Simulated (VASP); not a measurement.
Consider the following.

```yaml
crystal:
  lattice:
    - [0.00000, 1.93100, 1.93100]
    - [1.93100, 0.00000, 1.93100]
    - [1.93100, 1.93100, 0.00000]
  atoms:
    - { symbol: Ir, position: [0.00000, 0.00000, 0.00000] }
```

Method: rev-vdW-DF2, VASP's PBE PAW potentials (set 64) (plane waves; VASP 6.6.1). Settings: 520 eV cut-off, 16×16×16 Γ-centred mesh, first-order Methfessel-Paxton smearing of 0.10 eV, potentials Ir.

Task: Give the energy at these volumes per atom, relative to the lowest: 13.52, 13.95, 14.38, 14.81, 15.25 Å³.

Result: 69.3, 16.9, 0.0, 12.7, 50.0 meV/atom. A third-order Birch-Murnaghan fit gives B0 = 363 GPa and B0′ = 5.1.

Measured: bulk modulus 365 GPa at 0 K (computed value off by -0.6 %), as given by H. Levämäki et al., Physical Review B (2014), arXiv:1402.3671 [corrected for temperature and zero-point phonon effects]; a 3.831 Å at 0 K (computed value off by +0.8 %), as given by Daniel Mejia-Rodriguez et al., Physical Review B (2018), arXiv:1807.09216 [static lattice: zero-point anharmonic expansion removed].

The compound is Ir in the fcc structure. It was relaxed first.
